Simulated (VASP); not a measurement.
# AlCr2C: magnetic orders, part 3 of 5

Is AlCr2C a ferromagnet or an antiferromagnet at this level? The start is a computed cell from the Materials Project.

VASP 6.6.1, plane waves and PAW; the level of theory is named at each step.

Still holding for the runs below: The magnetic state follows from one typed start and may not be the lowest. The k-mesh is coarse for a metal. A U on the itinerant d states of such a compound is hard to justify; it moves the bands at the Fermi level and favours large moments.

So far, largest spin moment in the PAW sphere (μB): step 2 (magnetic order, start order fm, signs ++++) 1.54.

### Step 3. Magnetic order, start order AFM 1, signs +--+

This step: PBEsol, DFT+U (Cr d 2 eV), spin-polarised, from moments of both signs; plane waves and PAW (Cr, Al, C) (VASP 6.6.1).

The input, INCAR:

```
SYSTEM = AlCr2C
PREC = Normal
ENCUT = 480
EDIFF = 1E-06
NELM = 150
ISMEAR = 0
SIGMA = 0.05
LREAL = .FALSE.
ALGO = Normal
GGA = PS
NBANDS = 33
ISPIN = 2
MAGMOM = 3 -3 -3 3 0 0 0 0
LDAU = .TRUE.
LDAUTYPE = 2
LDAUL = 2 -1 -1
LDAUU = 2 0 0
LDAUJ = 0 0 0
LDAUPRINT = 1
LASPH = .TRUE.
LMAXMIX = 4
LORBIT = 11
LWAVE = .FALSE.
LCHARG = .TRUE.
AMIX = 0.2
BMIX = 1E-04
AMIX_MAG = 0.8
BMIX_MAG = 1E-04
```

The input, POSCAR:

```
AlCr2C
1.0
    2.8251010646      0.0000000000      0.0000000000
   -1.4125505323      2.4466092902      0.0000000000
    0.0000000000      0.0000000000     12.6013736800
Cr Al C
4 2 2
Direct
    0.3333333333      0.6666666667      0.0850588400
    0.6666666667      0.3333333333      0.5850588400
    0.6666666667      0.3333333333      0.9149411600
    0.3333333333      0.6666666667      0.4149411600
    0.3333333333      0.6666666667      0.7500000000
    0.6666666667      0.3333333333      0.2500000000
    0.0000000000      0.0000000000      0.0000000000
    0.0000000000      0.0000000000      0.5000000000
```

The input, KPOINTS:

```
Automatic mesh
0
Gamma
7 7 2
0 0 0
```

The projector-augmented-wave data sets are Cr, Al and C (PBE family, release 64).

Command:

```sh
mpirun -np 1 vasp_std
```

Output:

```text
[banner, memory and clock lines left out]
running    1 mpi-ranks, on    1 nodes
 distrk:  each k-point on    1 cores,    1 groups
 distr:  one band on    1 cores,    1 groups

 POSCAR found type information on POSCAR CrAlC
 POSCAR found :  3 types and       8 ions
 [... a notice as in an earlier step ...]

 LDA part: xc-table for (Slater+PW92), standard interpolation
 POSCAR, INCAR and KPOINTS ok, starting setup
 FFT: planning ... GRIDC
 FFT: planning ... GRID_SOFT
 FFT: planning ... GRID
 WAVECAR not read
 entering main loop
       N       E                     dE             d eps       ncg     rms          rms(c)
DAV:   1     0.270775152572E+03    0.27078E+03   -0.13385E+04  2112   0.117E+03
DAV:   2    -0.294974201002E+02   -0.30027E+03   -0.28166E+03  2112   0.288E+02
DAV:   3    -0.716847135060E+02   -0.42187E+02   -0.39907E+02  3162   0.112E+02
DAV:   4    -0.741149275192E+02   -0.24302E+01   -0.23921E+01  3311   0.325E+01
DAV:   5    -0.741577372003E+02   -0.42810E-01   -0.42723E-01  3271   0.461E+00    0.476E+01
DAV:   6    -0.610246601437E+02    0.13133E+02   -0.35314E+01  3365   0.644E+01    0.154E+01
DAV:   7    -0.606088582279E+02    0.41580E+00   -0.52819E+00  3295   0.157E+01    0.874E+00
DAV:   8    -0.605200435932E+02    0.88815E-01   -0.75282E-01  3084   0.629E+00    0.621E+00
DAV:   9    -0.604175062702E+02    0.10254E+00   -0.49286E-01  3349   0.526E+00    0.221E+00
DAV:  10    -0.604276447088E+02   -0.10138E-01   -0.12018E-01  3397   0.386E+00    0.108E+00
DAV:  11    -0.604368180920E+02   -0.91734E-02   -0.23462E-02  3469   0.113E+00    0.905E-01
DAV:  12    -0.604550086265E+02   -0.18191E-01   -0.12815E-01  3975   0.255E+00    0.497E-01
DAV:  13    -0.604578384770E+02   -0.28299E-02   -0.19239E-02  3431   0.879E-01    0.245E-01
DAV:  14    -0.604585869396E+02   -0.74846E-03   -0.95662E-03  3766   0.595E-01    0.148E-01
DAV:  15    -0.604587105736E+02   -0.12363E-03   -0.10412E-03  2532   0.332E-01    0.801E-02
DAV:  16    -0.604587704453E+02   -0.59872E-04   -0.61236E-04  3822   0.176E-01    0.413E-02
DAV:  17    -0.604587946036E+02   -0.24158E-04   -0.71403E-05  3279   0.642E-02    0.223E-02
DAV:  18    -0.604587964145E+02   -0.18109E-05   -0.29254E-05  3406   0.369E-02    0.137E-02
DAV:  19    -0.604587969259E+02   -0.51135E-06   -0.25107E-05  3448   0.340E-02    0.885E-03
DAV:  20    -0.604587976439E+02   -0.71804E-06   -0.22978E-06  1445   0.173E-02
   1 F= -.60458798E+02 E0= -.60455543E+02  d E =-.650959E-02  mag=     0.0000
```

Wall time 1.9 min (1 MPI rank of AMD EPYC 7R43, shared host); peak memory 0.16 GiB.

OUTCAR, selected parts (step 3):

```text
 Found     16 irreducible k-points:

   NELECT =      38.0000    total number of electrons

atom =   1  type =  1  l = 2

 onsite density matrix

spin component  1

  0.5074 -0.0000  0.0000 -0.0313 -0.0000
 -0.0000  0.6121  0.0000 -0.0000 -0.0313
  0.0000  0.0000  0.6929 -0.0000 -0.0000
 -0.0313 -0.0000 -0.0000  0.6121  0.0000
 -0.0000 -0.0313 -0.0000  0.0000  0.5074

spin component  2

  0.3640 -0.0000  0.0000 -0.1058 -0.0000
 -0.0000  0.3981  0.0000 -0.0000 -0.1058
  0.0000  0.0000  0.2381 -0.0000 -0.0000
 -0.1058 -0.0000 -0.0000  0.3981  0.0000
 -0.0000 -0.1058 -0.0000  0.0000  0.3640

 occupancies and eigenvectors

  o =  0.2381  v =  0.0000  0.0000  0.0000  0.0000  0.0000  0.0000  0.0000  1.0000  0.0000  0.0000      0.0000  0.0000  0.0000  0.0000  0.0000  0.0000  0.0000  0.0000  0.0000  0.0000
  o =  0.2738  v =  0.0000  0.0000  0.0000  0.0000  0.0000  0.0000  0.6484 -0.0000 -0.0000  0.7613      0.0000  0.0000  0.0000  0.0000  0.0000  0.0000  0.0000  0.0000  0.0000  0.0000
  o =  0.2738  v =  0.0000  0.0000  0.0000  0.0000  0.0000 -0.7613  0.0000  0.0000 -0.6484 -0.0000      0.0000  0.0000  0.0000  0.0000  0.0000  0.0000  0.0000  0.0000  0.0000  0.0000
  o =  0.4882  v =  0.0000  0.0000  0.0000  0.0000  0.0000  0.0000 -0.7613 -0.0000 -0.0000  0.6484      0.0000  0.0000  0.0000  0.0000  0.0000  0.0000  0.0000  0.0000  0.0000  0.0000
  o =  0.4882  v =  0.0000  0.0000  0.0000  0.0000  0.0000  0.6484  0.0000  0.0000 -0.7613 -0.0000      0.0000  0.0000  0.0000  0.0000  0.0000  0.0000  0.0000  0.0000  0.0000  0.0000
  o =  0.4988  v =  0.0000 -0.2663 -0.0000  0.0000 -0.9639  0.0000  0.0000  0.0000  0.0000  0.0000      0.0000  0.0000  0.0000  0.0000  0.0000  0.0000  0.0000  0.0000  0.0000  0.0000
  o =  0.4988  v = -0.9639  0.0000  0.0000 -0.2663 -0.0000  0.0000  0.0000  0.0000  0.0000  0.0000      0.0000  0.0000  0.0000  0.0000  0.0000  0.0000  0.0000  0.0000  0.0000  0.0000
  o =  0.6208  v =  0.0000 -0.9639  0.0000 -0.0000  0.2663  0.0000  0.0000  0.0000  0.0000  0.0000      0.0000  0.0000  0.0000  0.0000  0.0000  0.0000  0.0000  0.0000  0.0000  0.0000
  o =  0.6208  v =  0.2663  0.0000  0.0000 -0.9639 -0.0000  0.0000  0.0000  0.0000  0.0000  0.0000      0.0000  0.0000  0.0000  0.0000  0.0000  0.0000  0.0000  0.0000  0.0000  0.0000
  o =  0.6929  v =  0.0000 -0.0000 -1.0000 -0.0000  0.0000  0.0000  0.0000  0.0000  0.0000  0.0000      0.0000  0.0000  0.0000  0.0000  0.0000  0.0000  0.0000  0.0000  0.0000  0.0000

atom =   2  type =  1  l = 2

 onsite density matrix

spin component  1

  0.3640 -0.0000  0.0000  0.1058 -0.0000
 -0.0000  0.3981 -0.0000  0.0000  0.1058
  0.0000 -0.0000  0.2381  0.0000 -0.0000
  0.1058  0.0000  0.0000  0.3981 -0.0000
 -0.0000  0.1058 -0.0000 -0.0000  0.3640

spin component  2

  0.5074 -0.0000  0.0000  0.0313  0.0000
 -0.0000  0.6121 -0.0000  0.0000  0.0313
  0.0000 -0.0000  0.6929  0.0000 -0.0000
  0.0313  0.0000  0.0000  0.6121 -0.0000
  0.0000  0.0313 -0.0000 -0.0000  0.5074

 occupancies and eigenvectors

  o =  0.2381  v =  0.0000  0.0000 -1.0000 -0.0000 -0.0000  0.0000  0.0000  0.0000  0.0000  0.0000      0.0000  0.0000  0.0000  0.0000  0.0000  0.0000  0.0000  0.0000  0.0000  0.0000
  o =  0.2738  v =  0.0002  0.6484  0.0000 -0.0002 -0.7613  0.0000  0.0000  0.0000  0.0000  0.0000      0.0000  0.0000  0.0000  0.0000  0.0000  0.0000  0.0000  0.0000  0.0000  0.0000
  o =  0.2738  v =  0.7613 -0.0002 -0.0000 -0.6484  0.0002  0.0000  0.0000  0.0000  0.0000  0.0000      0.0000  0.0000  0.0000  0.0000  0.0000  0.0000  0.0000  0.0000  0.0000  0.0000
  o =  0.4882  v = -0.0001  0.7613 -0.0000 -0.0001  0.6484  0.0000  0.0000  0.0000  0.0000  0.0000      0.0000  0.0000  0.0000  0.0000  0.0000  0.0000  0.0000  0.0000  0.0000  0.0000
  o =  0.4882  v = -0.6484 -0.0001  0.0000 -0.7613 -0.0001  0.0000  0.0000  0.0000  0.0000  0.0000      0.0000  0.0000  0.0000  0.0000  0.0000  0.0000  0.0000  0.0000  0.0000  0.0000
  o =  0.4988  v =  0.0000  0.0000  0.0000  0.0000  0.0000  0.0000  0.2663 -0.0000  0.0000 -0.9639      0.0000  0.0000  0.0000  0.0000  0.0000  0.0000  0.0000  0.0000  0.0000  0.0000
  o =  0.4988  v =  0.0000  0.0000  0.0000  0.0000  0.0000 -0.9639  0.0000  0.0000  0.2663  0.0000      0.0000  0.0000  0.0000  0.0000  0.0000  0.0000  0.0000  0.0000  0.0000  0.0000
  o =  0.6208  v =  0.0000  0.0000  0.0000  0.0000  0.0000  0.0000 -0.9639 -0.0000  0.0000 -0.2663      0.0000  0.0000  0.0000  0.0000  0.0000  0.0000  0.0000  0.0000  0.0000  0.0000
  o =  0.6208  v =  0.0000  0.0000  0.0000  0.0000  0.0000  0.2663  0.0000  0.0000  0.9639  0.0000      0.0000  0.0000  0.0000  0.0000  0.0000  0.0000  0.0000  0.0000  0.0000  0.0000
  o =  0.6929  v =  0.0000  0.0000  0.0000  0.0000  0.0000  0.0000 -0.0000  1.0000  0.0000 -0.0000      0.0000  0.0000  0.0000  0.0000  0.0000  0.0000  0.0000  0.0000  0.0000  0.0000

atom =   3  type =  1  l = 2

 onsite density matrix

spin component  1

  0.3640 -0.0000 -0.0000 -0.1058 -0.0000
 -0.0000  0.3981  0.0000 -0.0000 -0.1058
 -0.0000  0.0000  0.2381  0.0000 -0.0000
 -0.1058 -0.0000  0.0000  0.3981  0.0000
 -0.0000 -0.1058 -0.0000  0.0000  0.3640

spin component  2

  0.5074 -0.0000 -0.0000 -0.0313 -0.0000
 -0.0000  0.6121  0.0000 -0.0000 -0.0313
 -0.0000  0.0000  0.6929 -0.0000 -0.0000
 -0.0313 -0.0000 -0.0000  0.6121  0.0000
 -0.0000 -0.0313 -0.0000  0.0000  0.5074

 occupancies and eigenvectors

[...]
-0.0000  0.3981 -0.0000 -0.0000  0.1058
  0.0000 -0.0000  0.2381  0.0000 -0.0000
  0.1058 -0.0000  0.0000  0.3981 -0.0000
  0.0000  0.1058 -0.0000 -0.0000  0.3640

 occupancies and eigenvectors

  o =  0.2381  v =  0.0000  0.0000  0.0000  0.0000  0.0000  0.0000  0.0000 -1.0000  0.0000 -0.0000      0.0000  0.0000  0.0000  0.0000  0.0000  0.0000  0.0000  0.0000  0.0000  0.0000
  o =  0.2738  v =  0.0000  0.0000  0.0000  0.0000  0.0000  0.0000 -0.6484 -0.0000 -0.0000  0.7613      0.0000  0.0000  0.0000  0.0000  0.0000  0.0000  0.0000  0.0000  0.0000  0.0000
  o =  0.2738  v =  0.0000  0.0000  0.0000  0.0000  0.0000 -0.7613  0.0000  0.0000  0.6484  0.0000      0.0000  0.0000  0.0000  0.0000  0.0000  0.0000  0.0000  0.0000  0.0000  0.0000
  o =  0.4882  v =  0.0000  0.0000  0.0000  0.0000  0.0000  0.0000  0.7613 -0.0000 -0.0000  0.6484      0.0000  0.0000  0.0000  0.0000  0.0000  0.0000  0.0000  0.0000  0.0000  0.0000
  o =  0.4882  v =  0.0000  0.0000  0.0000  0.0000  0.0000  0.6484  0.0000  0.0000  0.7613  0.0000      0.0000  0.0000  0.0000  0.0000  0.0000  0.0000  0.0000  0.0000  0.0000  0.0000
  o =  0.4988  v =  0.0000  0.2663 -0.0000  0.0000 -0.9639  0.0000  0.0000  0.0000  0.0000  0.0000      0.0000  0.0000  0.0000  0.0000  0.0000  0.0000  0.0000  0.0000  0.0000  0.0000
  o =  0.4988  v = -0.9639  0.0000 -0.0000  0.2663  0.0000  0.0000  0.0000  0.0000  0.0000  0.0000      0.0000  0.0000  0.0000  0.0000  0.0000  0.0000  0.0000  0.0000  0.0000  0.0000
  o =  0.6208  v =  0.0000  0.9639  0.0000 -0.0000  0.2663  0.0000  0.0000  0.0000  0.0000  0.0000      0.0000  0.0000  0.0000  0.0000  0.0000  0.0000  0.0000  0.0000  0.0000  0.0000
  o =  0.6208  v =  0.2663  0.0000 -0.0000  0.9639  0.0000  0.0000  0.0000  0.0000  0.0000  0.0000      0.0000  0.0000  0.0000  0.0000  0.0000  0.0000  0.0000  0.0000  0.0000  0.0000
  o =  0.6929  v =  0.0000  0.0000 -1.0000 -0.0000  0.0000  0.0000  0.0000  0.0000  0.0000  0.0000      0.0000  0.0000  0.0000  0.0000  0.0000  0.0000  0.0000  0.0000  0.0000  0.0000

 E-fermi :   8.1333

 spin component 1
 k-point     1 :       0.0000    0.0000    0.0000
  band No.  band energies     occupation
    ...
     18       7.4407      1.00000
     19       7.9229      1.00000
     20       7.9229      1.00000
     21       7.9475      1.00000
     22       7.9475      1.00000
     23       9.4154      0.00000
     24       9.4154      0.00000
     25       9.4666      0.00000
     26       9.4666      0.00000
     27      11.2813      0.00000
    ...

 k-point     2 :       0.1429    0.0000    0.0000
  band No.  band energies     occupation
    ...
     17       7.2760      1.00000
     18       7.3075      1.00000
     19       7.6945      1.00000
     20       8.0667      0.97022
     21       8.0903      0.88795
     22       8.3719      0.00000
     23       9.3795      0.00000
     24       9.4418      0.00000
     25       9.5031      0.00000
     26       9.6213      0.00000
    ...

 k-point     3 :       0.2857    0.0000    0.0000
  band No.  band energies     occupation
    ...
     15       6.3856      1.00000
     16       7.3626      1.00000
     17       7.5542      1.00000
     18       7.6904      1.00000
     19       7.7402      1.00000
     20       8.6000      0.00000
     21       8.6276      0.00000
     22       8.9439      0.00000
     23       9.3570      0.00000
     24       9.5567      0.00000
    ...

 k-point     4 :       0.4286    0.0000    0.0000
  band No.  band energies     occupation
    ...
     13       5.4158      1.00000
     14       5.8904      1.00000
     15       5.9448      1.00000
     16       6.4671      1.00000
     17       7.8335      1.00000
     18       8.3620      0.00000
     19       8.4352      0.00000
     20       8.8007      0.00000
     21       8.8405      0.00000
     22       9.3137      0.00000
    ...

  Total        2.1845699      2.1845699      2.0954579      0.0000000      0.0000000      0.0000000
  in kB       40.1846357     40.1846357     38.5454411      0.0000000      0.0000000      0.0000000
  external PRESSURE =      39.6382375 kB  Pullay stress =       0.0000000 kB

 POSITION                                       TOTAL-FORCE (eV/Angst)
 -----------------------------------------------------------------------------------
     -0.00000      1.63107      1.07186         0.000000      0.000000      0.277583
      1.41255      0.81554      7.37255         0.000000     -0.000000      0.277583
      1.41255      0.81554     11.52952         0.000000     -0.000000     -0.277583
     -0.00000      1.63107      5.22883         0.000000      0.000000     -0.277583
     -0.00000      1.63107      9.45103        -0.000000      0.000000      0.000000
      1.41255      0.81554      3.15034        -0.000000      0.000000      0.000000
      0.00000      0.00000      0.00000         0.000000      0.000000      0.000000
      0.00000      0.00000      6.30069         0.000000      0.000000      0.000000
 -----------------------------------------------------------------------------------
    total drift:                               -0.000000      0.000000     -0.000000

  FREE ENERGIE OF THE ION-ELECTRON SYSTEM (eV)
  ---------------------------------------------------
  free  energy   TOTEN  =       -60.4587976439 eV

  energy  without entropy=      -60.4522880554  energy(sigma->0) =      -60.45554285

 total charge
# of ion       s       p       d       tot
------------------------------------------
    1        0.484   0.813   4.647   5.944
    2        0.484   0.813   4.647   5.944
    3        0.484   0.813   4.647   5.944
    4        0.484   0.813   4.647   5.944
    5        0.413   0.404   0.000   0.817
    6        0.413   0.404   0.000   0.817
    7        0.902   1.582   0.000   2.484
    8        0.902   1.582   0.000   2.484
--------------------------------------------------
tot          4.565   7.224  18.587  30.376

 magnetization (x)
# of ion       s       p       d       tot
------------------------------------------
    1        0.006   0.019   1.168   1.193
    2       -0.006  -0.019  -1.168  -1.193
    3       -0.006  -0.019  -1.168  -1.193
    4        0.006   0.019   1.168   1.193
    5        0.015   0.024   0.000   0.039
    6       -0.015  -0.024   0.000  -0.039
    7        0.000   0.000   0.000   0.000
    8        0.000   0.000   0.000   0.000
--------------------------------------------------
tot          0.000  -0.000  -0.000  -0.000

[... 9 parts as in an earlier step ...]

[... 4 further parts left out ...]
```

This step gave:

```
electronic cycles       : 20
free energy (TOTEN)     : -60.4588 eV
energy at zero smearing : -60.4555 eV
Fermi energy            : 8.133 eV
```

Spin moment in the PAW sphere by atom:

```csv
atom,spin moment in the PAW sphere (μB)
Cr1,1.19
Cr2,-1.19
Cr3,-1.19
Cr4,1.19
Al5,0.04
Al6,-0.04
C7,0.00
C8,0.00
```

Force by atom:

```csv
atom,x (eV/Å),y (eV/Å),z (eV/Å),size
Cr1,0.000,0.000,0.278,0.278
Cr2,0.000,0.000,0.278,0.278
Cr3,0.000,0.000,-0.278,0.278
Cr4,0.000,0.000,-0.278,0.278
Al5,0.000,0.000,0.000,0.000
Al6,0.000,0.000,0.000,0.000
C7,0.000,0.000,0.000,0.000
C8,0.000,0.000,0.000,0.000
```

Spin density in the ac plane at fractional y = 0.333, with atoms of Cr and Al within 0.2 Å of it.

Values in e/Å³, 24 rows by 15 columns, each cell a mean:
```
 0.0  0.0  0.0  0.0  0.0  0.0  0.0 -0.1 -0.2 -0.4 -0.5 -0.4 -0.2 -0.1  0.0
 0.0  0.0  0.0  0.0  0.0  0.0 -0.1 -0.3 -0.6 -0.9 -1.0 -0.9 -0.6 -0.3 -0.1
 0.0  0.0  0.0  0.0  0.0  0.0 -0.1 -0.3 -0.5 -0.8 -0.9 -0.8 -0.5 -0.3 -0.1
 0.0  0.0  0.0  0.0  0.0  0.0  0.0 -0.1 -0.1 -0.2 -0.3 -0.2 -0.1 -0.1  0.0
 0.0  0.0  0.0  0.0  0.0  0.0  0.0  0.0  0.0  0.0  0.0  0.0  0.0  0.0  0.0
 0.0  0.0  0.0  0.0  0.0  0.0  0.0  0.0  0.0  0.0  0.0  0.0  0.0  0.0  0.0
 0.0  0.0  0.0  0.0  0.0  0.0  0.0  0.0  0.0  0.0  0.0  0.0  0.0  0.0  0.0
 0.0  0.0  0.0  0.0  0.0  0.0  0.0  0.0 -0.1 -0.1 -0.1 -0.1 -0.1  0.0  0.0
 0.0  0.0  0.0  0.0  0.0  0.0  0.0 -0.1 -0.3 -0.4 -0.5 -0.4 -0.3 -0.1  0.0
 0.0  0.0  0.0  0.0  0.0  0.0 -0.1 -0.3 -0.6 -0.9 -1.1 -0.9 -0.6 -0.3 -0.1
 0.0  0.0  0.0  0.0  0.0  0.0 -0.1 -0.2 -0.5 -0.8 -0.9 -0.8 -0.5 -0.2 -0.1
 0.0  0.0  0.0  0.0  0.0  0.0  0.0 -0.1 -0.1 -0.2 -0.2 -0.2 -0.1 -0.1  0.0
 0.0  0.0  0.0  0.0  0.0  0.0  0.0  0.0  0.0  0.0  0.0  0.0  0.0  0.0  0.0
 0.0  0.1  0.1  0.1  0.1  0.0  0.0  0.0  0.0  0.0  0.0  0.0  0.0  0.0  0.0
 0.0  0.1  0.1  0.1  0.1  0.0  0.0  0.0  0.0  0.0  0.0  0.0  0.0  0.0  0.0
 0.0  0.0  0.0  0.0  0.0  0.0  0.0  0.0  0.0  0.0  0.0  0.0  0.0  0.0  0.0
 0.0  0.0  0.0  0.0  0.0  0.0  0.0  0.0  0.0  0.0  0.0  0.0  0.0  0.0  0.0
 0.0  0.0  0.0  0.0  0.0  0.0  0.0  0.0  0.0  0.0  0.0  0.0  0.0  0.0  0.0
 0.0  0.0  0.0  0.0  0.0  0.0  0.0  0.0  0.0  0.0  0.0  0.0  0.0  0.0  0.0
 0.0  0.0  0.0  0.0  0.0  0.0  0.0  0.0  0.0  0.0  0.0  0.0  0.0  0.0  0.0
 0.0  0.0  0.0  0.0  0.0  0.0  0.0  0.0  0.0  0.0  0.0  0.0  0.0  0.0  0.0
 0.0  0.1  0.1  0.1  0.1  0.0  0.0  0.0  0.0  0.0  0.0  0.0  0.0  0.0  0.0
 0.0  0.0  0.0  0.0  0.0  0.0  0.0  0.0  0.0  0.0  0.0  0.0  0.0  0.0  0.0
 0.0  0.0  0.0  0.0  0.0  0.0  0.0  0.0  0.0  0.0  0.0  0.0  0.0  0.0  0.0
```
Columns run along a (2.8 Å), rows up along c (12.6 Å). Atoms in or near the plane, at fractional coordinates: Cr at (0.67, 0.59), Cr at (0.67, 0.91), Al at (0.67, 0.25).

Valence density in the ac plane at fractional y = 0.333, with atoms of Cr and Al within 0.2 Å of it. It is the smooth field of the valence electrons, not physical close to the nuclei.

Ten steps, logarithmic in the rise over the least value, from '0' (0.0 e/Å³) to '9' (3.2 e/Å³), each cell a mean:
```
566665566777665
555555678999876
444444678999876
444444455666554
444444444444444
433334444444444
443344444444444
444444444444444
444444556777655
544445679999976
555555678999876
666666555565555
566665544444445
566665444434444
455554444444444
444444444444444
444444444434444
444444332000233
444444433222334
444444444444444
444444444444444
555555444444444
566665544434445
666666554444455
```
Columns run along a (2.8 Å), rows up along c (12.6 Å). Atoms in or near the plane, at fractional coordinates: Cr at (0.67, 0.59), Cr at (0.67, 0.91), Al at (0.67, 0.25).

The largest moment at the end is 1.19 μB, and the moments of the cell sum to 0.00 μB.

[end of part 3 of 5]

[Lines on the potential files, build, host, timing and source positions are cut from VASP's logs without a mark.]

[Logs are printed without paths, hosts, clocks, repeated set-up lines and the standing remarks that a program may print on its own settings, such as how far it seeks lower states.]

[Hosts, paths, dates, database ids (printed as entryN), source tags and the programs' standing remarks are cut or masked in the printed files.]

[In band tables of VASP the shares of atoms and orbitals are scaled to a sum of 1 inside the atoms' spheres.]

[Runs that stopped without an error message from VASP are left out.]
